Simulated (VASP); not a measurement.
Level of theory: PBE GGA with D3 dispersion (Becke-Johnson damping), VASP's PBE PAW potentials (set 64) (plane waves; VASP 6.6.1).

The input files of a VASP run:

**KPOINTS**
```
Automatic mesh
0
Gamma
6 6 6
0 0 0
```

**POSCAR**
```
BaTiO3
1
    4.0063918953    -0.0000000000     0.0000000000
   -0.0000000000     4.0063918953     0.0000000000
   -0.0000000000    -0.0000000000     4.0063918953
Ba Ti O
1 1 3
Direct
  0.0000000000   0.0000000000   0.0000000000
  0.5000000000   0.5000000000   0.5000000000
  0.5000000000   0.0000000000   0.5000000000
  0.0000000000   0.5000000000   0.5000000000
  0.5000000000   0.5000000000   0.0000000000
```

**INCAR**
```
! general
SYSTEM  = BaTiO3
PREC    = Accurate
ENCUT   = 520
LREAL   = F
LASPH   = T

! electronic loop
EDIFF   = 1E-7
NELM    = 100
ALGO    = Normal
LMAXMIX = 4

! smearing
ISMEAR  = -5

! functional
GGA     = PE
IVDW    = 12

! ions
ISIF    = 2

! output
LWAVE   = F
LCHARG  = T
LORBIT  = 11
NEDOS   = 601

! other
LEFG    = T
```

POTCAR, in this order: Ba_sv Ti_sv O (PBE.64 set). Program: vasp_std.

The resulting files:

**OSZICAR**
```
       N       E                     dE             d eps       ncg     rms          rms(c)
DAV:   1     0.460782680227E+03    0.46078E+03   -0.21574E+04   960   0.180E+03
DAV:   2    -0.150096749421E+01   -0.46228E+03   -0.45540E+03  1208   0.492E+02
DAV:   3    -0.487870841169E+02   -0.47286E+02   -0.47231E+02  1384   0.149E+02
DAV:   4    -0.509280028180E+02   -0.21409E+01   -0.21398E+01  1392   0.294E+01
DAV:   5    -0.509959700481E+02   -0.67967E-01   -0.67965E-01  1368   0.364E+00    0.233E+01
DAV:   6    -0.401321016522E+02    0.10864E+02   -0.74398E+01  1440   0.768E+01    0.101E+01
DAV:   7    -0.401253962695E+02    0.67054E-02   -0.11580E+01  1208   0.249E+01    0.637E+00
DAV:   8    -0.399557306262E+02    0.16967E+00   -0.11211E+00  1312   0.102E+01    0.265E+00
DAV:   9    -0.399823927497E+02   -0.26662E-01   -0.22023E-01  1256   0.337E+00    0.114E+00
DAV:  10    -0.399721307369E+02    0.10262E-01   -0.77664E-02  1272   0.281E+00    0.428E-01
DAV:  11    -0.399706284117E+02    0.15023E-02   -0.10506E-02  1400   0.816E-01    0.713E-02
DAV:  12    -0.399706864165E+02   -0.58005E-04   -0.24525E-03  1160   0.495E-01    0.918E-02
DAV:  13    -0.399705752185E+02    0.11120E-03   -0.50934E-04  1288   0.171E-01    0.118E-02
DAV:  14    -0.399705833519E+02   -0.81333E-05   -0.32265E-05  1280   0.524E-02    0.220E-02
DAV:  15    -0.399705792609E+02    0.40910E-05   -0.94321E-06  1192   0.296E-02    0.666E-03
DAV:  16    -0.399705785795E+02    0.68141E-06   -0.30096E-06  1448   0.124E-02    0.211E-03
DAV:  17    -0.399705786698E+02   -0.90316E-07   -0.27268E-07   816   0.493E-03
   1 F= -.41291186E+02 E0= -.41291186E+02  d E =0.000000E+00
```

File OUTCAR:
```
------------------------ aborting loop because EDIFF is reached ----------------------------------------
 Edisp (eV)   -1.32061
  FORCE on cell =-STRESS in cart. coord.  units (eV):
  Direction    XX          YY          ZZ          XY          YZ          ZX
  --------------------------------------------------------------------------------------
  Total       0.00898     0.00898     0.00898     0.00000    -0.00000     0.00000
  in kB       0.22372     0.22372     0.22372     0.00000    -0.00000     0.00000
  external pressure =        0.22 kB  Pullay stress =        0.00 kB
  volume of cell :       64.31
      direct lattice vectors                 reciprocal lattice vectors
     4.006391895  0.000000000  0.000000000     0.249601144  0.000000000  0.000000000
     0.000000000  4.006391895  0.000000000     0.000000000  0.249601144  0.000000000
     0.000000000  0.000000000  4.006391895     0.000000000  0.000000000  0.249601144
 POSITION                                       TOTAL-FORCE (eV/Angst)
 -----------------------------------------------------------------------------------
      0.00000      0.00000      0.00000         0.000000      0.000000      0.000000
      2.00320      2.00320      2.00320         0.000000      0.000000      0.000000
      2.00320      0.00000      2.00320         0.000000      0.000000      0.000000
      0.00000      2.00320      2.00320         0.000000      0.000000      0.000000
      2.00320      2.00320      0.00000         0.000000      0.000000      0.000000
 -----------------------------------------------------------------------------------
    total drift:                                0.000000      0.000000     -0.000000
  FREE ENERGIE OF THE ION-ELECTRON SYSTEM (eV)
  ---------------------------------------------------
  free  energy   TOTEN  =       -41.2911856244 eV

  energy  without entropy=      -41.2911856244  energy(sigma->0) =      -41.29118562

 total charge

# of ion       s       p       d       tot
------------------------------------------
    1        2.008   5.652   0.329   7.989
    2        2.209   6.267   1.694  10.170
    3        1.564   3.466   0.000   5.030
    4        1.564   3.466   0.000   5.030
    5        1.564   3.466   0.000   5.030
--------------------------------------------------
tot          8.908  22.319   2.023  33.250

 Electric field gradients after diagonalization (V/A^2)
 (convention: |V_zz| > |V_xx| > |V_yy|)
----------------------------------------------------------------------
 ion       V_xx      V_yy      V_zz     asymmetry (V_yy - V_xx)/ V_zz
----------------------------------------------------------------------
   1       0.000     0.000    -0.000       0.684
   2       0.000    -0.000    -0.000       1.321
   3     -12.532   -12.532    25.065       0.000
   4     -12.532   -12.532    25.065       0.000
   5     -12.532   -12.532    25.065       0.000
```
(Selected blocks of OUTCAR.)

The compound is BaTiO3 in the cubic perovskite structure, the ideal cubic form; the compound distorts at low or room temperature. It was relaxed first.
